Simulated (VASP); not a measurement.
# Pm: magnetic orders, part 3 of 3

Aim: compare collinear orders of Pm. The start is a computed cell from the Materials Project.

VASP 6.6.1, plane waves and PAW; the level of theory is named at each step.

So far. Step 4 (Magnetic order, start order AFM 2, signs +-+-): The largest moment at the end is 4.52 μB, and the moments of the cell sum to 0.01 μB.

### 5. Magnetic order, start order ferri 3, signs +++-

Level of this step: PBE, spin-polarised, from moments of both signs; plane waves and PAW (Pm) (VASP).

Contents of INCAR:

```
SYSTEM = Pm
PREC = Accurate
ENCUT = 410
EDIFF = 1E-06
NELM = 150
ISMEAR = 1
SIGMA = 0.05
LREAL = .FALSE.
ALGO = Normal
GGA = PE
NBANDS = 48
ISPIN = 2
MAGMOM = 4 4 4 -4
LASPH = .TRUE.
LMAXMIX = 6
AMIX = 0.2
BMIX = 1E-04
AMIX_MAG = 0.8
BMIX_MAG = 1E-04
LORBIT = 11
LWAVE = .FALSE.
LCHARG = .FALSE.
```

Contents of POSCAR:

```
Pm
1.0
    3.6761810624      0.0000000000      0.0000000000
   -1.8380905312      3.1836661890      0.0000000000
    0.0000000000      0.0000000000     11.7991114600
Pm
4
Direct
    0.6666666667      0.3333333333      0.7500000000
    0.0000000000      0.0000000000      0.5000000000
    0.3333333333      0.6666666667      0.2500000000
    0.0000000000      0.0000000000      0.0000000000
```

Contents of KPOINTS:

```
Automatic mesh
0
Gamma
6 6 2
0 0 0
```

PAW data sets: Pm (PBE family, release 64).

Launch:

```bash
mpirun -np 1 vasp_std
```

The log of the run:

```text
[... set-up lines as in an earlier step ...]
 entering main loop
       N       E                     dE             d eps       ncg     rms          rms(c)
DAV:   1     0.708825548646E+03    0.70883E+03   -0.19653E+04  2688   0.163E+03
DAV:   2     0.119618966870E+03   -0.58921E+03   -0.55938E+03  3296   0.347E+02
DAV:   3    -0.855624709486E+01   -0.12818E+03   -0.11891E+03  3648   0.182E+02
DAV:   4    -0.238421419920E+02   -0.15286E+02   -0.13668E+02  5024   0.709E+01
[...]
DAV:   8    -0.708141470631E+02   -0.39963E+02   -0.15024E+02  4600   0.658E+01    0.109E+02
DAV:   9    -0.577549167562E+02    0.13059E+02   -0.16171E+02  4992   0.984E+01    0.817E+01
DAV:  10    -0.334183984811E+02    0.24337E+02   -0.89295E+01  4864   0.536E+01    0.646E+01
[... 130 further cycles ...]
DAV: 141    -0.308176947178E+02   -0.84398E-02   -0.18099E-02  4792   0.129E+00    0.263E+00
DAV: 142    -0.307897013475E+02    0.27993E-01   -0.54469E-02  4608   0.177E+00    0.637E+00
DAV: 143    -0.308070320223E+02   -0.17331E-01   -0.17750E-02  4136   0.113E+00    0.478E+00
DAV: 144    -0.308156177297E+02   -0.85857E-02   -0.10839E-02  4792   0.739E-01    0.321E+00
[...]
DAV: 148    -0.308348694638E+02    0.10589E-02   -0.35049E-03  4632   0.428E-01    0.178E+00
DAV: 149    -0.308414051844E+02   -0.65357E-02   -0.17248E-02  3800   0.801E-01    0.293E+00
DAV: 150    -0.308474494920E+02   -0.60443E-02   -0.31466E-03  4216   0.400E-01
 -----------------------------------------------------------------------------
|                                                                             |
|           W    W    AA    RRRRR   N    N  II  N    N   GGGG   !!!           |
|           W    W   A  A   R    R  NN   N  II  NN   N  G    G  !!!           |
|           W    W  A    A  R    R  N N  N  II  N N  N  G       !!!           |
|           W WW W  AAAAAA  RRRRR   N  N N  II  N  N N  G  GGG   !            |
|           WW  WW  A    A  R   R   N   NN  II  N   NN  G    G                |
|           W    W  A    A  R    R  N    N  II  N    N   GGGG   !!!           |
|                                                                             |
|     The electronic self-consistency was not achieved in the given           |
|     number of steps (NELM). The forces and other quantities evaluated       |
|     might not be reliable so examine the results carefully. If you find     |
|     spurious results, we suggest increasing NELM, if you were close to      |
|     convergence or switching to a different ALGO or adjusting the           |
|     density mixing parameters otherwise.                                    |
|                                                                             |
 -----------------------------------------------------------------------------

   1 F= -.30847449E+02 E0= -.30846897E+02  d E =-.165636E-02  mag=    10.4934
```

It took 14 min on 1 MPI rank of Intel Xeon 6975P-C (Granite Rapids), shared host; peak memory 0.31 GiB.

From OUTCAR (step 5):

```text
 spin component 1
 k-point     1 :       0.0000    0.0000    0.0000
  band No.  band energies     occupation
    ...
     30       5.4468      1.00000
     31       5.4476      1.00000
     32       5.4648      1.00000
     33       5.7824      1.01564
     34       5.7830      1.01618
     35       5.8807      0.33587
     36       5.9345     -0.03511
     37       5.9346     -0.03507
     38       6.0122     -0.00024
     39       6.0122     -0.00024
    ...

 k-point     2 :       0.1667    0.0000    0.0000
  band No.  band energies     occupation
    ...
     31       5.3701      1.00000
     32       5.3757      1.00000
     33       5.6969      1.00001
     34       5.7771      1.01173
     35       5.8295      0.99643
     36       5.9112      0.00790
     37       5.9430     -0.03005
     38       6.0187     -0.00012
     39       6.0309     -0.00003
     40       6.0509     -0.00000
    ...

  Total        1.6050267      1.6050267      1.3000138     -0.0000000      0.0000000      0.0000000
  in kB       18.6216913     18.6216913     15.0828985     -0.0000000      0.0000000      0.0000000
  external PRESSURE =      17.4420937 kB  Pullay stress =       0.0000000 kB

 POSITION                                       TOTAL-FORCE (eV/Angst)
 -----------------------------------------------------------------------------------
      1.83809      1.06122      8.84933        -0.000000      0.000000      0.163227
      0.00000      0.00000      5.89956        -0.000000      0.000000      0.000000
     -0.00000      2.12244      2.94978         0.000000      0.000000     -0.163227
      0.00000      0.00000      0.00000        -0.000000      0.000000      0.000000
 -----------------------------------------------------------------------------------
    total drift:                               -0.000000      0.000000     -0.000000

  FREE ENERGIE OF THE ION-ELECTRON SYSTEM (eV)
  ---------------------------------------------------
  free  energy   TOTEN  =       -30.8474494920 eV

  energy  without entropy=      -30.8457931349  energy(sigma->0) =      -30.84689737

 magnetization (x)
# of ion       s       p       d       f       tot
--------------------------------------------------
    1       -0.005   0.019   0.165   4.278   4.457
    2       -0.002   0.035   0.248   4.258   4.538
    3       -0.005   0.019   0.165   4.278   4.457
    4        0.004  -0.021  -0.196  -4.589  -4.801
--------------------------------------------------
tot         -0.007   0.052   0.381   8.225   8.651

[... 9 parts as in an earlier step ...]

[... 15 further parts left out ...]
[key lines of the parts left out:]
E-fermi :   5.8708
```

The electronic loop did not meet EDIFF within NELM cycles, so this run is left out of the comparison.

### 6. Magnetic order, start order ferri 4, signs ++-+

INCAR: that of step 5 with these lines changed.

```diff
@@ -12,3 +12,3 @@
 ISPIN = 2
-MAGMOM = 4 4 4 -4
+MAGMOM = 4 4 -4 4
 LASPH = .TRUE.
```

POSCAR is that of step 5.

KPOINTS is that of step 5.

Launch:

```bash
mpirun -np 1 vasp_std
```

The log of the run:

```text
[... set-up lines as in an earlier step ...]
 entering main loop
       N       E                     dE             d eps       ncg     rms          rms(c)
DAV:   1     0.707599198158E+03    0.70760E+03   -0.19654E+04  2688   0.163E+03
DAV:   2     0.119414320144E+03   -0.58818E+03   -0.55841E+03  3256   0.345E+02
DAV:   3    -0.917723125972E+01   -0.12859E+03   -0.11908E+03  3608   0.181E+02
DAV:   4    -0.238815816803E+02   -0.14704E+02   -0.13154E+02  4992   0.703E+01
[...]
DAV:  53    -0.306376265501E+02    0.13164E-05   -0.53878E-06  3360   0.143E-02    0.689E-02
DAV:  54    -0.306376295485E+02   -0.29984E-05   -0.28912E-06  2688   0.141E-02    0.495E-02
DAV:  55    -0.306376290832E+02    0.46526E-06   -0.44253E-06  2408   0.145E-02
   1 F= -.30637629E+02 E0= -.30636382E+02  d E =-.374129E-02  mag=    10.9963
```

Wall time 5 min (1 MPI rank); peak memory 0.3 GiB.

Parts of OUTCAR (step 6):

```text
  Total        0.3776619      0.3776619      1.2077711      0.0000000     -0.0000000      0.0000000
  in kB        4.3816736      4.3816736     14.0126893      0.0000000     -0.0000000      0.0000000
  external PRESSURE =       7.5920122 kB  Pullay stress =       0.0000000 kB

 POSITION                                       TOTAL-FORCE (eV/Angst)
 -----------------------------------------------------------------------------------
      1.83809      1.06122      8.84933        -0.000000      0.000000      0.000000
      0.00000      0.00000      5.89956         0.000000     -0.000000      0.124959
     -0.00000      2.12244      2.94978         0.000000     -0.000000      0.000000
      0.00000      0.00000      0.00000         0.000000     -0.000000     -0.124959
 -----------------------------------------------------------------------------------
    total drift:                               -0.000000      0.000000      0.000000

  FREE ENERGIE OF THE ION-ELECTRON SYSTEM (eV)
  ---------------------------------------------------
  free  energy   TOTEN  =       -30.6376290832 eV

  energy  without entropy=      -30.6338877921  energy(sigma->0) =      -30.63638199

 magnetization (x)
# of ion       s       p       d       f       tot
--------------------------------------------------
    1       -0.004   0.037   0.256   4.383   4.672
    2       -0.002   0.023   0.222   4.352   4.595
    3        0.005  -0.013  -0.160  -4.359  -4.526
    4       -0.002   0.023   0.222   4.352   4.595
--------------------------------------------------
tot         -0.003   0.071   0.540   8.729   9.336

[... 2 parts as in an earlier step ...]

[... 1 further part left out ...]
[key lines of the parts left out:]
E-fermi :   5.8379
```

Spin moment in the PAW sphere by atom:

| atom | spin moment in the PAW sphere (μB) |
| --- | --- |
| Pm1 | 4.67 |
| Pm2 | 4.59 |
| Pm3 | -4.53 |
| Pm4 | 4.59 |

The largest moment at the end is 4.67 μB, and the moments of the cell sum to 11.00 μB.

### 7. Side by side

Times are for 1 MPI rank of Intel Xeon 6975P-C (Granite Rapids), shared host. The runs compared:

```csv
no.,start order,energy at zero smearing (eV),"moment of the cell, from the last line of the log (μB)",time,memory (GiB)
1,fm,-30.45,21.32,9.3 min,0.3
2,afm 1,-30.41,0,8.3 min,0.3
3,afm 2,-30.21,0.009,11 min,0.31
4,ferri 4,-30.64,11.00,5 min,0.3
```

### 8. No spin polarisation

This step: PBE, no spin polarisation; plane waves and PAW (Pm) (VASP 6.6.1).

A run without spin shows what magnetism as such gains.

Contents of INCAR:

```
SYSTEM = Pm
PREC = Accurate
ENCUT = 410
EDIFF = 1E-06
NELM = 150
ISMEAR = 1
SIGMA = 0.05
LREAL = .FALSE.
ALGO = Normal
GGA = PE
NBANDS = 37
LASPH = .TRUE.
LORBIT = 11
LWAVE = .FALSE.
LCHARG = .FALSE.
AMIX = 0.2
BMIX = 1E-04
AMIX_MAG = 0.8
BMIX_MAG = 1E-04
```

POSCAR is that of step 6.

KPOINTS is that of step 6.

Launch:

```bash
mpirun -np 1 vasp_std
```

The log of the run:

```text
[... set-up lines as in an earlier step ...]
 entering main loop
       N       E                     dE             d eps       ncg     rms          rms(c)
DAV:   1     0.698212512794E+03    0.69821E+03   -0.20554E+04  1044   0.211E+03
DAV:   2     0.121666695658E+03   -0.57655E+03   -0.56615E+03  1372   0.463E+02
DAV:   3     0.187860736625E+01   -0.11979E+03   -0.11699E+03  1500   0.243E+02
DAV:   4    -0.181347780244E+02   -0.20013E+02   -0.19498E+02  1948   0.107E+02
[...]
DAV:   8    -0.300849387549E+02    0.11021E+03   -0.28377E+02  1420   0.122E+02    0.738E+01
DAV:   9    -0.243997257601E+02    0.56852E+01   -0.20908E+02  2008   0.455E+01    0.655E+01
DAV:  10    -0.282528583887E+02   -0.38531E+01   -0.53189E+01  2040   0.414E+01    0.551E+01
[... 130 further cycles ...]
DAV: 141    -0.182991351848E+02    0.30931E+00   -0.60747E+00  2040   0.144E+01    0.834E+00
DAV: 142    -0.185792576833E+02   -0.28012E+00   -0.80875E+00  2040   0.151E+01    0.974E+00
DAV: 143    -0.182623337712E+02    0.31692E+00   -0.60692E+00  2040   0.141E+01    0.787E+00
DAV: 144    -0.185630284835E+02   -0.30069E+00   -0.79793E+00  2040   0.151E+01    0.971E+00
[...]
DAV: 148    -0.185254558766E+02   -0.36411E+00   -0.77065E+00  2040   0.154E+01    0.127E+01
DAV: 149    -0.181187565677E+02    0.40670E+00   -0.61420E+00  2040   0.139E+01    0.470E+00
DAV: 150    -0.185456961250E+02   -0.42694E+00   -0.79892E+00  2040   0.155E+01
 [... a notice as in an earlier step ...]

   1 F= -.18545696E+02 E0= -.18543015E+02  d E =-.804236E-02
```

The job ended after 5.8 min (1 MPI rank; peak memory 0.22 GiB).

OUTCAR, selected parts (step 8):

```text
 k-point     1 :       0.0000    0.0000    0.0000
  band No.  band energies     occupation
    ...
     27       5.6951      2.00018
     28       5.6953      2.00019
     29       5.7161      2.00158
     30       5.8025      2.00579
     31       5.8469      0.94705
     32       5.9297     -0.03819
     33       5.9462     -0.01512
     34       5.9749     -0.00152
     35       5.9762     -0.00134
     36       6.0139     -0.00002
    ...

  Total        1.7994346      1.7994346    -15.8019152      0.0000000      0.0000000      0.0000000
  in kB       20.8772322     20.8772322   -183.3355084      0.0000000      0.0000000      0.0000000
  external PRESSURE =     -47.1936813 kB  Pullay stress =       0.0000000 kB

 POSITION                                       TOTAL-FORCE (eV/Angst)
 -----------------------------------------------------------------------------------
      1.83809      1.06122      8.84933        -0.000000     -0.000000     -0.000000
      0.00000      0.00000      5.89956        -0.000000      0.000000      0.000000
     -0.00000      2.12244      2.94978         0.000000      0.000000      0.000000
      0.00000      0.00000      0.00000        -0.000000      0.000000      0.000000
 -----------------------------------------------------------------------------------
    total drift:                               -0.000000      0.000000     -0.000000

  FREE ENERGIE OF THE ION-ELECTRON SYSTEM (eV)
  ---------------------------------------------------
  free  energy   TOTEN  =       -18.5456961250 eV

  energy  without entropy=      -18.5376537700  energy(sigma->0) =      -18.54301534

[... 8 parts as in an earlier step ...]

[... 11 further parts left out ...]
[key lines of the parts left out:]
E-fermi :   5.8453
```

The electronic loop did not meet EDIFF within NELM cycles, so this run is left out of the comparison.

### 9. Summary

This step: collinear magnetic orders, PBE; plane waves and PAW (VASP 6.6.1).

Derived from the runs above.

This step gave:

```yaml
mean_moment_in_the_lowest_run: 4.597 μB
```

Orders, by row:

```
  order  signs  energy above the lowest (meV/magnetic atom)  total moment (μB)  mean moment on carriers (μB)  gap on the mesh (eV)  signs at the end, of the atoms given a moment
     fm   ++++                                        47.56              21.32                         4.628                     0                                           ++++
  afm 1   ++--                                        57.12                  0                         4.606                     0                                           ++--
  afm 2   +-+-                                        105.7              0.009                         4.503                     0                                           +-+-
ferri 4   ++-+                                            0                 11                         4.597                     0                                           ++-+
```

### 10. What came out

```json
{"mean moment in the lowest run": "4.60 μB"}
```

In words: The 4f electrons of Pm run in the valence without U or exact exchange, which tends to pin them at the Fermi level with wrong fillings; moments, orders and energies that hang on them are not reliable. The lowest run started as ferri 4 and holds 4.60 μB on average over the atoms that were given a moment; the next state, from fm, lies 47.6 meV a magnetic atom higher. It ends with the signs ++-+ and a net moment of 11.00 μB a cell: opposed moments that don't cancel. No couplings are given: pair constants of the nearest shells miss the energies by 31 meV a magnetic atom. On this k mesh the moments and energy differences of a metal are not converged, and no denser mesh was tried, so the order found is tentative. The order ferri 3 ran without a converged result and may lie lower. No other collinear orders were tried, and their comparison leaves spin-orbit coupling out.

[Lines on the potential files, build, host, timing and source positions are cut from VASP's logs without a mark.]

[Logs are printed without paths, hosts, clocks, repeated set-up lines and the standing remarks that a program may print on its own settings, such as how far it seeks lower states.]

[Hosts, paths, dates, database ids (printed as entryN), source tags and the programs' standing remarks are cut or masked in the printed files.]

[In band tables of VASP the shares of atoms and orbitals are scaled to a sum of 1 inside the atoms' spheres.]

[Runs that stopped without an error message from VASP are left out.]
